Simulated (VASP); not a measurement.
# What spin-orbit coupling changes in LaAlGe, part 4 of 4

Aim: run bands, DOS and a relaxation of LaAlGe twice, without and with spin-orbit coupling. All runs use LDA. Left out of this account: at least 1 further run (fields: a reference on another mesh). The start is a cell from a database of measured crystal structures.

VASP 6.6.1, plane waves and PAW; the level of theory is named at each step.

Still holding for the runs below: The k-mesh is coarse for a metal.

So far. Step 3 (Band structure (LDA + SOC)): Of the bands kept, 4 cross the Fermi level on this path (spinor bands, one electron each). Step 5 (Density of states (LDA + SOC)): The DOS at the Fermi level goes from 0.0136 to 0.0219 states/eV/cell, a number that is sensitive to the mesh. The run took 7.6 times the core time, with 68 spinor bands against 44. Of the states within 0.3 eV of the Fermi level, the largest shares in the PAW spheres are La d 19 %, La f 10 % and Ge p 5 %.

### Step 6. Full relaxation (LDA)

This step: LDA; plane waves and PAW (La, Al, Ge_d) (VASP 6.6.1).

Last, the cell itself: ISIF = 3 frees volume, shape and positions, first without the coupling.

The input, INCAR:

```
SYSTEM = LaAlGe
PREC = Accurate
ENCUT = 410
EDIFF = 1E-06
NELM = 100
ISMEAR = -1
SIGMA = 0.05
LREAL = .FALSE.
ALGO = Normal
GGA = CA
NBANDS = 34
LASPH = .TRUE.
LORBIT = 11
LWAVE = .FALSE.
LCHARG = .FALSE.
KPAR = 4
IBRION = 2
NSW = 60
ISIF = 3
EDIFFG = -0.01
```

The input, POSCAR:

```
LaAlGe
1.0
    0.0000000000     -4.3360000000      0.0000000000
   -4.3360000000      0.0000000000      0.0000000000
    2.1680000000     -2.1680000000     -7.4140000000
La Al Ge
2 2 2
Direct
    0.0000000000      0.0000000000      0.0000000000
    0.7500000000      0.7500000000      0.5000000000
    0.5823000000      0.4177000000      0.8354000000
    0.3323000000      0.1677000000      0.3354000000
    0.4160000000      0.5840000000      0.1680000000
    0.1660000000      0.3340000000      0.6680000000
```

The input, KPOINTS:

```
Automatic mesh
0
Gamma
6 6 6
0 0 0
```

The projector-augmented-wave data sets are La, Al and Ge_d (LDA family, release 64).

On the command line:

```bash
> mpirun -np 4 vasp_std
```

Output:

```text
[... set-up lines as in an earlier step ...]
 entering main loop
       N       E                     dE             d eps       ncg     rms          rms(c)
DAV:   1     0.565483613533E+03    0.56548E+03   -0.20191E+04  2080   0.262E+03
DAV:   2     0.900590252887E+02   -0.47542E+03   -0.46036E+03  2712   0.568E+02
DAV:   3    -0.259007554198E+02   -0.11596E+03   -0.11475E+03  3224   0.239E+02
DAV:   4    -0.338278021185E+02   -0.79270E+01   -0.78746E+01  3572   0.677E+01
DAV:   5    -0.344728588651E+02   -0.64506E+00   -0.64372E+00  3752   0.184E+01    0.586E+00
DAV:   6    -0.344284684670E+02    0.44390E-01   -0.15836E+00  3752   0.770E+00    0.300E+00
DAV:   7    -0.343609974587E+02    0.67471E-01   -0.24804E-01  3592   0.351E+00    0.690E-01
DAV:   8    -0.343591914774E+02    0.18060E-02   -0.37420E-02  3944   0.130E+00    0.176E-01
DAV:   9    -0.343591630182E+02    0.28459E-04   -0.48773E-03  3824   0.481E-01    0.803E-02
DAV:  10    -0.343592343920E+02   -0.71374E-04   -0.66776E-04  3904   0.173E-01    0.391E-02
DAV:  11    -0.343592400767E+02   -0.56847E-05   -0.12368E-04  3752   0.693E-02    0.583E-03
DAV:  12    -0.343592414595E+02   -0.13828E-05   -0.17772E-05  3296   0.279E-02    0.538E-03
DAV:  13    -0.343592415930E+02   -0.13349E-06   -0.26253E-06  2528   0.132E-02
   1 F= -.34359242E+02 E0= -.34352522E+02  d E =-.343592E+02
 curvature:   0.00 expect dE= 0.000E+00 dE for cont linesearch  0.000E+00
 trial: gam= 0.00000 g(F)=  0.860E-03 g(S)=  0.212E+00 ort = 0.000E+00 (trialstep = 0.100E+01)
 search vector abs. value=  0.213E+00
 bond charge predicted
       N       E                     dE             d eps       ncg     rms          rms(c)
DAV:   1    -0.366588261196E+02   -0.22996E+01   -0.44228E+01  3064   0.703E+01    0.856E+00
DAV:   2    -0.349567137321E+02    0.17021E+01   -0.44340E+00  3370   0.299E+01    0.426E+00
DAV:   3    -0.344183992227E+02    0.53831E+00   -0.17349E+00  2906   0.126E+01    0.106E+00
DAV:   4    -0.344075842940E+02    0.10815E-01   -0.18760E-01  3612   0.428E+00    0.795E-01
DAV:   5    -0.343971974381E+02    0.10387E-01   -0.10318E-01  3300   0.222E+00    0.266E-01
DAV:   6    -0.343953781682E+02    0.18193E-02   -0.82424E-03  3464   0.824E-01    0.129E-01
DAV:   7    -0.343952039702E+02    0.17420E-03   -0.81967E-03  3536   0.453E-01    0.738E-02
DAV:   8    -0.343950602805E+02    0.14369E-03   -0.12404E-03  3496   0.262E-01    0.207E-02
DAV:   9    -0.343950587692E+02    0.15114E-05   -0.13850E-04  3776   0.731E-02    0.952E-03
DAV:  10    -0.343950597949E+02   -0.10257E-05   -0.79230E-06  3256   0.227E-02    0.410E-03
DAV:  11    -0.343950597404E+02    0.54511E-07   -0.54099E-07  1824   0.872E-03
   2 F= -.34395060E+02 E0= -.34390001E+02  d E =-.358181E-01
[...]
3 F= -.34425691E+02 E0= -.34420161E+02  d E =-.664490E-01
[...]
4 F= -.34426589E+02 E0= -.34421050E+02  d E =-.898169E-03
[...]
5 F= -.34426611E+02 E0= -.34421071E+02  d E =-.920616E-03
[...]
6 F= -.34426850E+02 E0= -.34421335E+02  d E =-.238802E-03
 trial-energy change:   -0.000239  1 .order   -0.000234   -0.000308   -0.000161
 step:   1.7519(harm=  2.0105)  dis= 0.00275  next Energy=   -34.426920 (dE=-0.308E-03)
 bond charge predicted
       N       E                     dE             d eps       ncg     rms          rms(c)
DAV:   1    -0.344267021101E+02    0.14801E-03   -0.29709E-02  2046   0.105E+00    0.412E-02
DAV:   2    -0.344269351201E+02   -0.23301E-03   -0.26598E-03  3506   0.557E-01    0.167E-02
DAV:   3    -0.344269433936E+02   -0.82735E-05   -0.12830E-04  3360   0.103E-01    0.139E-02
DAV:   4    -0.344269400883E+02    0.33054E-05   -0.22165E-05  3068   0.340E-02    0.516E-03
DAV:   5    -0.344269409358E+02   -0.84757E-06   -0.99243E-06  3376   0.185E-02
   7 F= -.34426941E+02 E0= -.34421447E+02  d E =-.329763E-03
 curvature:  -1.13 expect dE=-0.264E-04 dE for cont linesearch -0.337E-05
 trial: gam=-0.03953 g(F)=  0.112E-04 g(S)=  0.121E-04 ort = 0.339E-04 (trialstep = 0.112E+01)
 search vector abs. value=  0.212E-04
 reached required accuracy - stopping structural energy minimisation
```

Wall time 2 min (4 MPI ranks of Intel Xeon 6975P-C (Granite Rapids), shared host); peak memory 1 GiB.

OUTCAR, selected parts (step 6):

```text
   k-points           NKPTS =     30   k-points in BZ     NKDIM =     30   number of bands    NBANDS=     34

   NELECT =      56.0000    total number of electrons

 E-fermi :   8.0236

 k-point     1 :       0.0000    0.0000    0.0000
  band No.  band energies     occupation
    ...
     24       5.9276      2.00000
     25       6.3457      2.00000
     26       6.6270      2.00000
     27       6.6270      2.00000
     28       7.4960      1.99995
     29       8.2989      0.00809
     30       8.4626      0.00031
     31       9.1360      0.00000
     32       9.5262      0.00000
     33       9.5262      0.00000
    ...

  Total       -0.0261179     -0.0261179     -0.0119779      0.0000000      0.0000000      0.0000000
  in kB       -0.3136670     -0.3136670     -0.1438502      0.0000000      0.0000000      0.0000000
  external PRESSURE =      -0.2570614 kB  Pullay stress =       0.0000000 kB

 POSITION                                       TOTAL-FORCE (eV/Angst)
 -----------------------------------------------------------------------------------
      0.00000     -4.27472     -0.00918         0.000000     -0.000000     -0.003676
     -2.13736     -4.27472     -3.65952         0.000000     -0.000000     -0.003676
     -0.00000     -4.27472     -6.09082         0.000000     -0.000000     -0.005077
     -0.00000     -2.13736     -2.44047         0.000000     -0.000000     -0.005077
     -2.13736     -2.13736     -1.22552         0.000000      0.000000      0.008754
     -0.00000     -2.13736     -4.87587        -0.000000     -0.000000      0.008754
 -----------------------------------------------------------------------------------
    total drift:                                0.000027     -0.000026      0.003350

  FREE ENERGIE OF THE ION-ELECTRON SYSTEM (eV)
  ---------------------------------------------------
  free  energy   TOTEN  =       -34.4269409358 eV

  energy  without entropy=      -34.4159520710  energy(sigma->0) =      -34.42144650

 reached required accuracy - stopping structural energy minimisation

[... 7 parts as in an earlier step ...]

[... 9 further parts left out ...]
```

CONTCAR:

```
LaAlGe
   1.00000000000000
     0.0000000000000000   -4.2747240814054690    0.0000000000000000
    -4.2747240814054690    0.0000000000000000    0.0000000000000000
     2.1373620407027345   -2.1373620407027345   -7.3006946140189797
  La              Al              Ge
     2     2     2
Direct
     0.9993716009723783    0.0006283990276218    0.0012567980552436
     0.7493716009723783    0.7506283990276217    0.5012567980552437
     0.5828602741705909    0.4171397258294163    0.8342794516588254
     0.3328602741705837    0.1671397258294162    0.3342794516588254
     0.4160681248570313    0.5839318751429686    0.1678637502859302
     0.1660681248570314    0.3339318751429687    0.6678637502859303
```

The electron count would fill whole bands, but the bands touch or overlap. That can be a semimetal, a small gap that the functional closes or, with several bands partly filled, an ordinary metal. The run keeps the 8 symmetry operations of its start, so it cannot find a distortion of lower symmetry.

Step by step:

| step | energy less that of the first step (eV) | largest force (eV/Å) | pressure (GPa) | volume (Å³) |
| --- | --- | --- | --- | --- |
| 1 | 0.0000 | 0.0683 | -3.38 | 139.39 |
| 2 | -0.0358 | 0.1032 | 2.64 | 129.73 |
| 3 | -0.0664 | 0.0881 | 0.00 | 133.49 |
| 4 | -0.0673 | 0.0428 | 0.00 | 133.40 |
| 5 | -0.0674 | 0.0396 | 0.01 | 133.38 |
| 6 | -0.0676 | 0.0225 | 0.00 | 133.40 |
| 7 | -0.0677 | 0.0088 | -0.03 | 133.41 |

| conventional cell, symmetrised | before | after | change |
| --- | --- | --- | --- |
| a (Å) | 4.336 | 4.275 | -1.4 % |
| b (Å) | 4.336 | 4.275 | -1.4 % |
| c (Å) | 14.828 | 14.601 | -1.5 % |
| volume (Å³/atom) | 23.23 | 22.23 | -4.3 % |

Final coordinates:

```cif
data_structure
_symmetry_space_group_name_H-M 'P 1'
_symmetry_Int_Tables_number 1
_cell_length_a 4.2747
_cell_length_b 4.2747
_cell_length_c 7.9017
_cell_angle_alpha 105.694
_cell_angle_beta 74.306
_cell_angle_gamma 90.000
_cell_volume 133.41
loop_
_atom_site_label
_atom_site_type_symbol
_atom_site_fract_x
_atom_site_fract_y
_atom_site_fract_z
_atom_site_occupancy
La1 La 0.99937 0.00063 0.00126 1
La2 La 0.74937 0.75063 0.50126 1
Al3 Al 0.58286 0.41714 0.83428 1
Al4 Al 0.33286 0.16714 0.33428 1
Ge5 Ge 0.41607 0.58393 0.16786 1
Ge6 Ge 0.16607 0.33393 0.66786 1
```

Numbers from this step:

```yaml
bands: 34
irreducible_k_points: 30
free_energy_toten: -34.43 eV
energy_at_zero_smearing: -34.42 eV
fermi_energy: 8.024 eV
pressure: -0.02571 GPa
scf_cycles_over_all_ionic_steps: 55
```

It ends with a largest force of 0.009 eV/Å and a pressure of -0.03 GPa.

### Step 7. Full relaxation (LDA + SOC)

This step: LDA, spin-orbit coupling; plane waves and PAW (La, Al, Ge_d) (VASP 6.6.1).

The same relaxation with spinors and spin-orbit coupling.

INCAR, as its differences from that of step 6:

```diff
@@ -10,4 +10,9 @@
 GGA = CA
-NBANDS = 34
+LNONCOLLINEAR = .TRUE.
+MAGMOM = 0 0 0 0 0 0 0 0 0 0 0 0 0 0 0 0 0 0
+NBANDS = 68
+GGA_COMPAT = .FALSE.
 LASPH = .TRUE.
+LSORBIT = .TRUE.
+LMAXMIX = 6
 LORBIT = 11
```

POSCAR is that of step 6.

KPOINTS is that of step 6.

On the command line:

```bash
> mpirun -np 4 vasp_ncl
```

Output:

```text
[... set-up lines as in an earlier step ...]
 entering main loop
       N       E                     dE             d eps       ncg     rms          rms(c)
[... 17 cycles as in an earlier step ...]
   1 F= -.34990447E+02 E0= -.34983826E+02  d E =-.349904E+02  mag=    -0.0000    -0.0000    -0.0000
 curvature:   0.00 expect dE= 0.000E+00 dE for cont linesearch  0.000E+00
 trial: gam= 0.00000 g(F)=  0.867E-03 g(S)=  0.216E+00 ort = 0.000E+00 (trialstep = 0.100E+01)
 search vector abs. value=  0.217E+00
 bond charge predicted
       N       E                     dE             d eps       ncg     rms          rms(c)
DAV:   1    -0.372583159566E+02   -0.22679E+01   -0.44138E+01  9524   0.710E+01    0.855E+00
DAV:   2    -0.356102221348E+02    0.16481E+01   -0.47412E+00 10264   0.319E+01    0.431E+00
DAV:   3    -0.350520092756E+02    0.55821E+00   -0.18357E+00  9640   0.135E+01    0.111E+00
DAV:   4    -0.350385763278E+02    0.13433E-01   -0.15064E-01 10928   0.428E+00    0.772E-01
DAV:   5    -0.350276150355E+02    0.10961E-01   -0.74713E-02 11416   0.199E+00    0.351E-01
DAV:   6    -0.350273550207E+02    0.26001E-03   -0.55231E-03 10048   0.880E-01    0.184E-01
DAV:   7    -0.350267233384E+02    0.63168E-03   -0.41016E-03 10688   0.544E-01    0.664E-02
DAV:   8    -0.350266869111E+02    0.36427E-04   -0.13205E-03 10824   0.312E-01    0.348E-02
DAV:   9    -0.350266566676E+02    0.30244E-04   -0.26450E-04 12424   0.133E-01    0.144E-02
DAV:  10    -0.350266582593E+02   -0.15918E-05   -0.29180E-05 11264   0.445E-02    0.597E-03
DAV:  11    -0.350266575698E+02    0.68947E-06   -0.16586E-05  9080   0.287E-02    0.230E-03
DAV:  12    -0.350266573100E+02    0.25989E-06   -0.14624E-06  5936   0.172E-02
   2 F= -.35026657E+02 E0= -.35021728E+02  d E =-.362103E-01  mag=    -0.0000    -0.0000     0.0000
[...]
3 F= -.35058053E+02 E0= -.35052641E+02  d E =-.676056E-01  mag=    -0.0000    -0.0000     0.0000
[...]
4 F= -.35058022E+02 E0= -.35052593E+02  d E =-.675747E-01  mag=     0.0000     0.0000     0.0000
[...]
5 F= -.35058940E+02 E0= -.35053512E+02  d E =-.918408E-03  mag=    -0.0000    -0.0000    -0.0000
[...]
6 F= -.35058965E+02 E0= -.35053537E+02  d E =-.943676E-03  mag=    -0.0000    -0.0000     0.0000
[...]
7 F= -.35059239E+02 E0= -.35053859E+02  d E =-.273272E-03  mag=    -0.0000    -0.0000    -0.0000
[...]
8 F= -.35059276E+02 E0= -.35053922E+02  d E =-.310919E-03  mag=     0.0000     0.0000    -0.0000
 curvature:  -0.79 expect dE=-0.140E-03 dE for cont linesearch -0.505E-08
 trial: gam= 0.46937 g(F)=  0.230E-04 g(S)=  0.153E-03 ort =-0.171E-05 (trialstep = 0.106E+01)
 search vector abs. value=  0.275E-03
 bond charge predicted
       N       E                     dE             d eps       ncg     rms          rms(c)
DAV:   1    -0.350596885616E+02   -0.41152E-03   -0.42018E-02 10180   0.186E+00    0.175E-01
DAV:   2    -0.350594705650E+02    0.21800E-03   -0.73401E-03 11228   0.118E+00    0.707E-02
DAV:   3    -0.350593779464E+02    0.92619E-04   -0.95919E-04 12112   0.359E-01    0.332E-02
DAV:   4    -0.350593564985E+02    0.21448E-04   -0.61435E-05 11024   0.925E-02    0.159E-02
DAV:   5    -0.350593530632E+02    0.34354E-05   -0.19250E-05 12112   0.388E-02    0.775E-03
DAV:   6    -0.350593528562E+02    0.20702E-06   -0.15782E-06  6416   0.124E-02
   9 F= -.35059353E+02 E0= -.35053995E+02  d E =-.765844E-04  mag=     0.0000     0.0000     0.0000
 trial-energy change:   -0.000077  1 .order   -0.000071   -0.000186    0.000043
 step:   0.8783(harm=  0.8566)  dis= 0.00101  next Energy=   -35.059357 (dE=-0.802E-04)
 reached required accuracy - stopping structural energy minimisation
```

The job ended after 19 min (4 MPI ranks; peak memory 2.9 GiB).

Parts of OUTCAR (step 7):

```text
   NELECT =      56.0000    total number of electrons

 E-fermi :   8.0241

 k-point     1 :       0.0000    0.0000    0.0000
  band No.  band energies     occupation
    ...
     52       6.5889      1.00000
     53       6.6739      1.00000
     54       6.6739      1.00000
     55       7.4946      0.99997
     56       7.4946      0.99997
     57       8.3030      0.00376
     58       8.3030      0.00376
     59       8.4613      0.00016
     60       8.4613      0.00016
     61       9.1349      0.00000
    ...

  Total       -0.0465227     -0.0465227     -0.0026582      0.0000000      0.0000000      0.0000000
  in kB       -0.5587831     -0.5587831     -0.0319273      0.0000000      0.0000000      0.0000000
  external PRESSURE =      -0.3831645 kB  Pullay stress =       0.0000000 kB

 POSITION                                       TOTAL-FORCE (eV/Angst)
 -----------------------------------------------------------------------------------
      0.00000     -4.27416     -0.01019        -0.000000      0.000000      0.001401
     -2.13708     -4.27416     -3.66110        -0.000000      0.000000      0.001401
     -0.00000     -4.27416     -6.09185         0.000000      0.000000      0.001245
     -0.00000     -2.13708     -2.44094        -0.000000     -0.000000      0.001245
     -2.13708     -2.13708     -1.22461         0.000000     -0.000000     -0.002646
     -0.00000     -2.13708     -4.87552         0.000000     -0.000000     -0.002646
 -----------------------------------------------------------------------------------
    total drift:                                0.000023     -0.000023      0.001025

  FREE ENERGIE OF THE ION-ELECTRON SYSTEM (eV)
  ---------------------------------------------------
  free  energy   TOTEN  =       -35.0593528562 eV

  energy  without entropy=      -35.0486379171  energy(sigma->0) =      -35.05399539

 Spin-Orbit-Coupling matrix elements
 Ion:    1  E_soc:     -0.6147534
 Ion:    2  E_soc:     -0.6147534
 Ion:    3  E_soc:     -0.0002993
 Ion:    4  E_soc:     -0.0002993
 Ion:    5  E_soc:     -0.0209096
 Ion:    6  E_soc:     -0.0209096

[... 12 parts as in an earlier step ...]

[... 9 further parts left out ...]
```

CONTCAR:

```
LaAlGe
   1.00000000000000
     0.0000000000000000   -4.2741602550136033    0.0000000000000000
    -4.2741602550136033    0.0000000000000000    0.0000000000000000
     2.1370801275068017   -2.1370801275068017   -7.3018186204169142
  La              Al              Ge
     2     2     2
Direct
     0.9993024781929327    0.0006975218070672    0.0013950436141345
     0.7493024781929327    0.7506975218070673    0.5013950436141345
     0.5828541653838397    0.4171458346161677    0.8342916692323282
     0.3328541653838323    0.1671458346161676    0.3342916692323281
     0.4161433564232281    0.5838566435767718    0.1677132871535366
     0.1661433564232281    0.3338566435767719    0.6677132871535366
```

Step by step:

| step | energy less that of the first step (eV) | largest force (eV/Å) | pressure (GPa) | volume (Å³) |
| --- | --- | --- | --- | --- |
| 1 | 0.0000 | 0.0686 | -3.42 | 139.39 |
| 2 | -0.0362 | 0.1029 | 2.70 | 129.63 |
| 3 | -0.0676 | 0.0881 | 0.02 | 133.43 |
| 4 | -0.0676 | 0.0876 | -0.18 | 133.55 |
| 5 | -0.0685 | 0.0454 | -0.04 | 133.44 |
| 6 | -0.0685 | 0.0421 | -0.05 | 133.42 |
| 7 | -0.0688 | 0.0225 | 0.04 | 133.28 |
| 8 | -0.0688 | 0.0126 | 0.09 | 133.21 |
| 9 | -0.0689 | 0.0026 | -0.04 | 133.39 |

| conventional cell, symmetrised | before | after | change |
| --- | --- | --- | --- |
| a (Å) | 4.336 | 4.274 | -1.4 % |
| b (Å) | 4.336 | 4.274 | -1.4 % |
| c (Å) | 14.828 | 14.604 | -1.5 % |
| volume (Å³/atom) | 23.23 | 22.23 | -4.3 % |

The atoms that moved most (Å, as changes of fractional coordinates times the final cell):

| atom | dx | dy | dz | length |
| --- | --- | --- | --- | --- |
| La2 | 0.000 | 0.000 | -0.010 | 0.010 |
| La1 | 0.000 | 0.000 | -0.010 | 0.010 |
| Al4 | 0.000 | 0.000 | 0.008 | 0.008 |
| Al3 | 0.000 | 0.000 | 0.008 | 0.008 |

The relaxed structure:

```cif
data_structure
_symmetry_space_group_name_H-M 'P 1'
_symmetry_Int_Tables_number 1
_cell_length_a 4.2742
_cell_length_b 4.2742
_cell_length_c 7.9026
_cell_angle_alpha 105.690
_cell_angle_beta 74.310
_cell_angle_gamma 90.000
_cell_volume 133.39
loop_
_atom_site_label
_atom_site_type_symbol
_atom_site_fract_x
_atom_site_fract_y
_atom_site_fract_z
_atom_site_occupancy
La1 La 0.99930 0.00070 0.00140 1
La2 La 0.74930 0.75070 0.50140 1
Al3 Al 0.58285 0.41715 0.83429 1
Al4 Al 0.33285 0.16715 0.33429 1
Ge5 Ge 0.41614 0.58386 0.16771 1
Ge6 Ge 0.16614 0.33386 0.66771 1
```

Numbers from this step:

* bands: 68
* irreducible k-points: 48
* free energy (TOTEN): -35.06 eV
* energy at zero smearing: -35.05 eV
* pressure: -0.03832 GPa
* SCF cycles over all ionic steps: 73

On-site spin-orbit energy by atom:

| atom | on-site spin-orbit energy (eV) |
| --- | --- |
| La1 | -0.615 |
| La2 | -0.615 |
| Al3 | 0.000 |
| Al4 | 0.000 |
| Ge5 | -0.021 |
| Ge6 | -0.021 |

The cell ends at 22.23 Å³/atom, under 0.05 % from the run without the coupling. The run took 9.3 times the core time, with 68 spinor bands against 34.

The cell shrank by 4.3 % in volume. First to last step the energy falls by 0.069 eV; the largest move, 0.010 Å, is that of La2 and 1 other atom alike.

### Step 8. Side by side

| quantity | without | with spin-orbit coupling |
| --- | --- | --- |
| gap (eV) | none | none |
| core minutes, bands | 12 | 83 |
| DOS at the Fermi level (states/eV/cell) | 0.0136 | 0.0219 |
| core minutes, DOS | 2.2 | 17 |
| relaxed volume (Å³/atom) | 22.23 | 22.23 |
| core minutes, relaxation | 8.1 | 75 |

### Step 9. Summary of results

```json
{
  "gap (eV), without → with": "none → none",
  "DOS at the Fermi level (states/eV/cell), without → with": "0.0136 → 0.0219",
  "relaxed volume (Å³/atom), without → with": "22.23 → 22.23"
}
```

In words: LaAlGe has no gap with or without spin-orbit coupling. The relaxed volume moves by under 0.05 %. The spinor runs cost 6.8 to 9.3 times as much, on a shared host. The k-sampling is coarse for a metal, so the Fermi level, pressures and the shape of the cell carry errors.

[Lines on the potential files, build, host, timing and source positions are cut from VASP's logs without a mark.]

[Logs are printed without paths, hosts, clocks, repeated set-up lines and the standing remarks that a program may print on its own settings, such as how far it seeks lower states.]

[Hosts, paths, dates, database ids (printed as entryN), source tags and the programs' standing remarks are cut or masked in the printed files.]

[A measured line is paired with the nearest computed mode of its activity, which favours agreement.]

[In band tables of VASP the shares of atoms and orbitals are scaled to a sum of 1 inside the atoms' spheres.]
